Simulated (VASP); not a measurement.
# GeB2C2 (P1) in VASP: density of states with PBE

Aim: the density of states of GeB2C2 with PBE.

Program: VASP 6.6.1. These are calculated values, not measurements. Logs are shortened: lines on timing, memory, paths and dates and some standing lists are left out, and cuts for length are marked.

## 1. The structure

The typed cell holds 5 atoms: a = 2.754 Å, b = 4.675 Å, c = 5.471 Å, α = 93.73°, β = 90.59°, γ = 90.00°.

The cell was built by a generator and needn't be a form met in nature.

## 2. Density of states, PBE

Input file POSCAR:

```
GeB2C2                                  
1.0
    2.7541186375      0.0002842730      0.0083122681
   -0.0004879198      4.6747179817     -0.0498264621
   -0.0728768425     -0.2978075854      5.4620640751
  Ge              B               C             
     1     2     2
Direct
     0.9779901199244430    0.0193643416670409    0.1660331075140294
     0.4852143157595372    0.1708331836494584    0.5043282151034703
     0.9842022837723431    0.6580639754543212    0.4615091923525819
     0.9846517822248205    0.3280791837987285    0.4758269822191322
     0.4842788583188486    0.8310962654304571    0.4644288928107805
```

Input file INCAR.step1:

```
PREC = Accurate
ENCUT = 520
EDIFF = 1E-7
ISMEAR = 0
SIGMA = 0.1
LREAL = F
LASPH = T
NELM = 60
ALGO = Normal
ISIF = 2
LWAVE = F
LCHARG = T
GGA = PE
NBANDS = 22
KPAR = 4
```

Input file KPOINTS.step1:

```
Automatic mesh
0
Gamma
  10 6 6
```

Input file INCAR.step2:

```
PREC = Accurate
ENCUT = 520
EDIFF = 1E-7
ISMEAR = -5
SIGMA = 0.1
LREAL = F
LASPH = T
NELM = 60
ALGO = Normal
ISIF = 2
LWAVE = F
LCHARG = F
GGA = PE
LORBIT = 10
NBANDS = 22
KPAR = 4
NEDOS = 1001
ICHARG = 11
```

Input file KPOINTS.step2:

```
Automatic mesh
0
Gamma
  15 9 9
```

Potentials or basis: VASP PAW PBE potentials, release 64 (Ge_d, B, C).

The run is started by

```sh
cat potpaw_PBE.64/Ge_d/POTCAR potpaw_PBE.64/B/POTCAR potpaw_PBE.64/C/POTCAR > POTCAR
cp INCAR.step1 INCAR
cp KPOINTS.step1 KPOINTS
mpirun -np 4 vasp_std > vasp.out
cp INCAR.step2 INCAR
cp KPOINTS.step2 KPOINTS
mpirun -np 4 vasp_std > vasp.out
```

OUTCAR:

```text
PREC = Accurate
   ENCUT = 520
   EDIFF = 1E-7
   ISMEAR = -5
   LREAL = F
   LASPH = T
   NELM = 60
   ISIF = 2
   GGA = PE
   LORBIT = 10
   ICHARG = 11

 ion  position               nearest neighbor table
   1  0.978  0.019  0.166-   4 2.15   5 2.35   5 2.35   2 2.38   2 2.38   3 2.41
   2  0.485  0.171  0.504-   4 1.57   4 1.57   5 1.59   1 2.38   1 2.38
   3  0.984  0.658  0.462-   4 1.55   5 1.60   5 1.60   1 2.41
   4  0.985  0.328  0.476-   3 1.55   2 1.57   2 1.57   1 2.15
   5  0.484  0.831  0.464-   2 1.59   3 1.60   3 1.60   1 2.35   1 2.35

  LATTYP: Found a triclinic cell.
 ALAT       =     6.0993930043
 B/A-ratio  =     0.4515418492
 C/A-ratio  =     0.7664670139
 COS(alpha) =     0.0000333240
 COS(beta)  =     0.0583812339
 COS(gamma) =     0.4422913968

  Lattice vectors:

 A1 = (  -2.6812417950,   0.2975233124,  -5.4703763432)
 A2 = (  -2.7541186375,  -0.0002842730,  -0.0083122681)
 A3 = (  -0.0004879198,   4.6747179817,  -0.0498264621)

Analysis of symmetry for initial positions (statically):
=====================================================================
 Subroutine PRICEL returns:
 Original cell was already a primitive cell.

 Routine SETGRP: Setting up the symmetry group for a
 triclinic supercell.

 Subroutine GETGRP returns: Found  1 space group operations
 (whereof  1 operations were pure point group operations)
 out of a pool of  2 trial point group operations.

The static configuration has the point symmetry C_1 .

Analysis of symmetry for dynamics (positions and initial velocities):
=====================================================================
 Subroutine PRICEL returns:
 Original cell was already a primitive cell.

 Routine SETGRP: Setting up the symmetry group for a
 triclinic supercell.

 Subroutine GETGRP returns: Found  1 space group operations
 (whereof  1 operations were pure point group operations)
 out of a pool of  2 trial point group operations.

The dynamic configuration has the point symmetry C_1 .

 Subroutine INISYM returns: Found  1 space group operations
 (whereof  1 operations are pure point group operations),
 and found     1 'primitive' translations

----------------------------------------------------------------------------------------

                                     Primitive cell

  volume of cell :      70.2846

  direct lattice vectors                    reciprocal lattice vectors
     2.754118637  0.000284273  0.008312268     0.363077920  0.000089582  0.004849202
    -0.000487920  4.674717982 -0.049826462    -0.000057312  0.214041022  0.011669373
    -0.072876842 -0.297807585  5.462064075    -0.000553061  0.001952405  0.183180044

  length of vectors
     2.754131196  4.674983543  5.470662149     0.363110312  0.214358897  0.183191283

  position of ions in fractional coordinates (direct lattice)
     0.977990120  0.019364342  0.166033108
     0.485214316  0.170833184  0.504328215
     0.984202284  0.658063975  0.461509192
     0.984651782  0.328079184  0.475826982
     0.484278858  0.831096265  0.464428893

  ion indices of the primitive-cell ions
   primitive index   ion index
                 1           1
                 2           2
                 3           3
                 4           4
                 5           5

----------------------------------------------------------------------------------------

 KPOINTS: Automatic mesh

Automatic generation of k-mesh.
 Grid dimensions read from file:
 generate k-points for:   15    9    9

 Generating k-lattice:

  Cartesian coordinates                     Fractional coordinates (reciprocal lattice)
     0.024205195  0.000005972  0.000323280     0.066666667 -0.000000000  0.000000000
    -0.000006368  0.023782336  0.001296597    -0.000000000  0.111111111 -0.000000000
    -0.000061451  0.000216934  0.020353338    -0.000000000  0.000000000  0.111111111

  Length of vectors
     0.024207354  0.023817655  0.020354587

  Shift w.r.t. Gamma in fractional coordinates (k-lattice)
     0.000000000  0.000000000  0.000000000

 TETIRR: Found   3642 inequivalent tetrahedra from     7290

 Subroutine IBZKPT returns following result:
 ===========================================

 Found    608 irreducible k-points:

 Following reciprocal coordinates:
            Coordinates               Weight
  0.000000  0.000000  0.000000      1.000000
  0.066667 -0.000000 -0.000000      2.000000
  0.133333 -0.000000 -0.000000      2.000000
  0.200000 -0.000000  0.000000      2.000000
  0.266667 -0.000000 -0.000000      2.000000
  0.333333 -0.000000  0.000000      2.000000
[... 16 lines left out ...]
 -0.066667  0.111111  0.000000      2.000000
 -0.000000  0.222222 -0.000000      2.000000
 [... further k-points ...]
   k-points           NKPTS =    608   k-points in BZ     NKDIM =    608   number of bands    NBANDS=     22
   number of dos      NEDOS =   1001   number of ions     NIONS =      5
   total plane-waves  NPLWV =  30240
   dimension x,y,z NGX =    20 NGY =   36 NGZ =   42
   dimension x,y,z NGXF=    40 NGYF=   72 NGZF=   84
   ions per type =               1   2   2
   NGX,Y,Z   is equivalent  to a cutoff of  12.07, 12.80, 12.76 a.u.
   NGXF,Y,Z  is equivalent  to a cutoff of  24.14, 25.60, 25.53 a.u.
 SYSTEM =  unknown system
   PREC   = accura    normal or accurate (medium, high low for compatibility)
   ISTART =      0    job   : 0-new  1-cont  2-samecut
   ICHARG =     11    charge: 1-file 2-atom 10-const
   ISPIN  =      1    spin polarized calculation?
   LNONCOLLINEAR =      F non collinear calculations
   LSORBIT =      F    spin-orbit coupling
   LASPH  =      T    aspherical Exc in radial PAW
   ENCUT  =  520.0 eV  38.22 Ry    6.18 a.u.   5.12  8.69 10.17*2*pi/ulx,y,z
   NELM   =     60;   NELMIN=  2; NELMDL=  0     # of ELM steps
   EDIFF  = 0.1E-06   stopping-criterion for ELM
   LREAL  =      F    real-space projection
   EDIFFG = 0.1E-05   stopping-criterion for IOM
   NSW    =      0    number of steps for IOM
   IBRION =     -1    ionic relax: 0-MD 1-quasi-New 2-CG
   NFREE  =      0    steps in history (QN), initial steepest desc. (CG)
   ISIF   =      2    stress and relaxation
   ISYM   =      2    0-nonsym 1-usesym 2-fastsym
   POTIM  = 0.5000    time-step for ionic-motion
   TEBEG  =    0.0;   TEEND  =   0.0 temperature during run
   PSTRESS=    0.0 pullay stress
   NELECT =      28.0000    total number of electrons
   NUPDOWN=      -1.0000    fix difference up-down
   EMIN   =  10.00;   EMAX   =-10.00  energy-range for DOS
   EFERMI =   0.00;   METHOD = LEGACY
   ISMEAR =    -5;   SIGMA  =   0.10  broadening in eV -4-tet -1-fermi 0-gaus
   EFERMI_NEDOS =   21; number of points for ismear=-14 and -15
   IALGO  =     38    algorithm
   IMIX   =      4    mixing-type and parameters
     AMIX     =   0.40;   BMIX     =  1.00
     AMIX_MAG =   1.60;   BMIX_MAG =  1.00
  volume/ion in A,a.u.               =      14.06        94.86
  Fermi-wavevector in a.u.,A,eV,Ry     =   1.204594  2.276354 19.742705  1.451048
  Thomas-Fermi vector in A             =   2.340315
   LORBIT       =     10    0 simple, 1 ext, 2 COOP (PROOUT), +10 PAW based schemes
   GGA     = PE    functional components
   LHFCALC =     F    Hartree Fock is set to
   AEXX    =    0.0000 exact exchange contribution
   IVDW    =     0    specifies the selected vdW correction
   LEPSILON=     F    determine dielectric tensor
   LRPA    =     F    only Hartree local field effects (RPA)
 non-spin polarized calculation
 Fermi weights with tetrahedron method with Bloechl corrections
  energy-cutoff  :      520.00
  volume of cell :       70.28
 maximum number of plane-waves:      1918

 number of electron      28.0000006 magnetization

 Free energy of the ion-electron system (eV)
  ---------------------------------------------------
  ext. energy  EPLUGINS =         0.00000000
  ---------------------------------------------------
  free energy    TOTEN  =       -34.87639225 eV

  energy without entropy =      -34.87639225  energy(sigma->0) =      -34.87639225

 E-fermi :   2.6184     XC(G=0):  -8.9741

 val. band max:        2.6039686173   @ k =   0.0000  -0.0000   0.4444
 cond. band min:       2.8272991710   @ k =   0.4000   0.4444   0.0000
 fundamental gap:      0.2233305536
 Fermi energy:         2.6183885854

 k-point     1 :       0.0000    0.0000    0.0000
  band No.  band energies     occupation
      1     -22.3495      2.00000
      2     -22.2123      2.00000
      3     -22.1919      2.00000
      4     -22.1752      2.00000
      5     -22.1603      2.00000
      6     -12.7483      2.00000
[... 14 lines left out ...]
     21      11.6907      0.00000
     22      11.9038      0.00000

 k-point     2 :       0.0667   -0.0000   -0.0000
  band No.  band energies     occupation
      1     -22.3416      2.00000
      2     -22.2158      2.00000
      3     -22.1911      2.00000
      4     -22.1748      2.00000
      5     -22.1634      2.00000
      6     -12.6783      2.00000
[... 14 lines left out ...]
     21      11.6778      0.00000
     22      12.2034      0.00000

 k-point     3 :       0.1333   -0.0000   -0.0000
  band No.  band energies     occupation
      1     -22.3195      2.00000
      2     -22.2254      2.00000
      3     -22.1890      2.00000
      4     -22.1747      2.00000
      5     -22.1713      2.00000
      6     -12.4688      2.00000
[... 14 lines left out ...]
     21      11.6807      0.00000
     22      12.2147      0.00000
[... 476 lines left out ...]
 k-point    23 :      -0.0667    0.1111    0.0000
  band No.  band energies     occupation
      1     -22.3416      2.00000
      2     -22.2158      2.00000
      3     -22.1912      2.00000
      4     -22.1748      2.00000
      5     -22.1634      2.00000
      6     -12.6287      2.00000
[... 14 lines left out ...]
     21      11.7045      0.00000
     22      12.0873      0.00000

 k-point    24 :      -0.0000    0.2222   -0.0000
  band No.  band energies     occupation
      1     -22.3494      2.00000
      2     -22.2123      2.00000
      3     -22.1921      2.00000
      4     -22.1750      2.00000
      5     -22.1603      2.00000
      6     -12.5576      2.00000
[... 14 lines left out ...]
     21      11.6057      0.00000
     22      11.7444      0.00000

 [... further k-points ...]

------------------------ aborting loop because EDIFF is reached ----------------------------------------

  FORCE on cell =-STRESS in cart. coord.  units (eV):
  Direction    XX          YY          ZZ          XY          YZ          ZX
  --------------------------------------------------------------------------------------
  -------------------------------------------------------------------------------------
  Total        0.0940547     -0.0248902     -0.0143433      0.0001185     -0.0091775      0.0001472
  in kB        2.1440315     -0.5673866     -0.3269629      0.0027015     -0.2092068      0.0033562
  external PRESSURE =       0.4165607 kB  Pullay stress =       0.0000000 kB

 VOLUME and BASIS-vectors are now :
 -----------------------------------------------------------------------------
  energy-cutoff  :      520.00
  volume of cell :       70.28
      direct lattice vectors                 reciprocal lattice vectors
     2.754118637  0.000284273  0.008312268     0.363077920  0.000089582  0.004849202
    -0.000487920  4.674717982 -0.049826462    -0.000057312  0.214041022  0.011669373
    -0.072876842 -0.297807585  5.462064075    -0.000553061  0.001952405  0.183180044

 POSITION                                       TOTAL-FORCE (eV/Angst)
 -----------------------------------------------------------------------------------
      2.68139      0.04135      0.91405         0.001373     -0.005436      0.010069
      1.29950      0.64854      2.75019        -0.001051     -0.014049     -0.001092
      2.67666      2.93910      2.49618         0.002504     -0.021217     -0.002139
      2.67701      1.39225      2.59084        -0.003498      0.010333     -0.002704
      1.29951      3.74697      2.49936         0.000671      0.030370     -0.004135
 -----------------------------------------------------------------------------------
    total drift:                               -0.000649     -0.001828      0.001066

  FREE ENERGIE OF THE ION-ELECTRON SYSTEM (eV)
  ---------------------------------------------------
  free  energy   TOTEN  =       -34.8763922508 eV

  energy  without entropy=      -34.8763922508  energy(sigma->0) =      -34.87639225

 total charge

# of ion       s       p       d       tot
------------------------------------------
    1        1.276   0.909  10.059  12.244
    2        0.730   1.320   0.000   2.050
    3        0.726   1.290   0.000   2.016
    4        0.859   1.690   0.000   2.549
    5        0.869   1.629   0.000   2.498
--------------------------------------------------
tot          4.460   6.839  10.059  21.357
```

It took 87 s on 4 MPI ranks of Intel Xeon 6975P-C (Granite Rapids), shared host; peak memory 0.88 GiB.

Results:

```
Valence electrons inside the program's atomic spheres : Ge 12.24; B 2.05, 2.02; C 2.55, 2.50
```

States per cell in windows of 1 eV (zero at the valence-band top; states under -8 eV left out):
| from (eV) | total | Ge1_p | C5_p | C4_p | B3_p | B2_p | Ge1_s |
| --- | --- | --- | --- | --- | --- | --- | --- |
| -8.0 | 1.27 | 0.03 | 0.09 | 0.08 | 0.08 | 0.04 | 0.21 |
| -7.0 | 1.11 | 0.04 | 0.11 | 0.09 | 0.06 | 0.06 | 0.09 |
| -6.0 | 1.23 | 0.05 | 0.13 | 0.14 | 0.09 | 0.10 | 0.10 |
| -5.0 | 1.51 | 0.08 | 0.17 | 0.19 | 0.15 | 0.13 | 0.08 |
| -4.0 | 2.17 | 0.15 | 0.24 | 0.31 | 0.23 | 0.20 | 0.06 |
| -3.0 | 2.84 | 0.23 | 0.41 | 0.35 | 0.23 | 0.31 | 0.08 |
| -2.0 | 2.03 | 0.17 | 0.27 | 0.30 | 0.18 | 0.19 | 0.08 |
| -1.0 | 0.75 | 0.04 | 0.11 | 0.16 | 0.10 | 0.08 | 0.02 |
| 0.0 | 0.61 | 0.15 | 0.06 | 0.02 | 0.04 | 0.01 | 0.01 |
| 1.0 | 0.77 | 0.15 | 0.06 | 0.03 | 0.05 | 0.02 | 0.02 |
| 2.0 | 1.07 | 0.20 | 0.06 | 0.05 | 0.09 | 0.03 | 0.02 |
| 3.0 | 1.79 | 0.27 | 0.12 | 0.06 | 0.09 | 0.16 | 0.06 |
| 4.0 | 1.52 | 0.26 | 0.09 | 0.06 | 0.07 | 0.13 | 0.05 |
| 5.0 | 1.39 | 0.30 | 0.07 | 0.05 | 0.09 | 0.11 | 0.05 |
| 6.0 | 1.68 | 0.21 | 0.06 | 0.12 | 0.15 | 0.07 | 0.04 |
| 7.0 | 1.30 | 0.16 | 0.07 | 0.09 | 0.06 | 0.07 | 0.01 |
